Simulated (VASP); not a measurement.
Here is the system:

```
CELL_PARAMETERS angstrom
     -2.61996     2.61996     1.35398
      2.61996    -2.61996     1.35398
      2.61996     2.61996    -1.35398
ATOMIC_POSITIONS crystal
  Au 0.75000 0.25000 0.50000
  Au 0.00000 0.00000 0.00000
```

The numbers are results of PBEsol GGA, VASP's PBE PAW potentials (set 64) (plane waves; VASP 6.6.1), not measurements. Settings: 400 eV cut-off, Gaussian smearing of 0.050 eV, potentials Au.

**Question.** Give the energies of bands 1 to 14 at the high-symmetry points, in eV from the Fermi level.

**Answer.** 
| band | Γ | X | M | Z | P | N |
|---|---|---|---|---|---|---|
| 1 | -8.92 | -6.57 | -6.71 | -5.51 | -5.79 | -6.12 |
| 2 | -6.22 | -6.57 | -6.71 | -5.39 | -5.79 | -5.90 |
| 3 | -5.98 | -5.09 | -5.38 | -5.39 | -5.69 | -5.34 |
| 4 | -5.96 | -5.09 | -5.38 | -5.02 | -5.69 | -5.22 |
| 5 | -5.46 | -4.47 | -3.21 | -3.89 | -3.61 | -3.86 |
| 6 | -2.58 | -4.47 | -3.21 | -3.57 | -3.61 | -3.84 |
| 7 | -2.58 | -3.29 | -2.46 | -3.57 | -2.45 | -2.55 |
| 8 | -2.54 | -3.29 | -2.46 | -3.47 | -2.45 | -2.54 |
| 9 | -2.54 | -2.13 | -2.40 | -2.45 | -1.77 | -2.05 |
| 10 | -1.66 | -2.13 | -2.40 | -2.06 | -1.77 | -1.66 |
| 11 | -0.77 | -1.96 | -1.08 | 2.33 | 2.62 | 0.90 |
| 12 | 3.79 | -1.96 | -1.08 | 2.82 | 2.62 | 2.86 |
| 13 | 3.79 | 9.69 | 2.06 | 4.02 | 3.28 | 5.23 |
| 14 | 7.31 | 9.69 | 2.06 | 4.02 | 3.28 | 6.59 |

It has no gap at this level: it comes out as a metal or semimetal.

The structure was generated: Au was put into the beta-Sn type (I4_1/amd), which need not be its known phase. It was relaxed first.
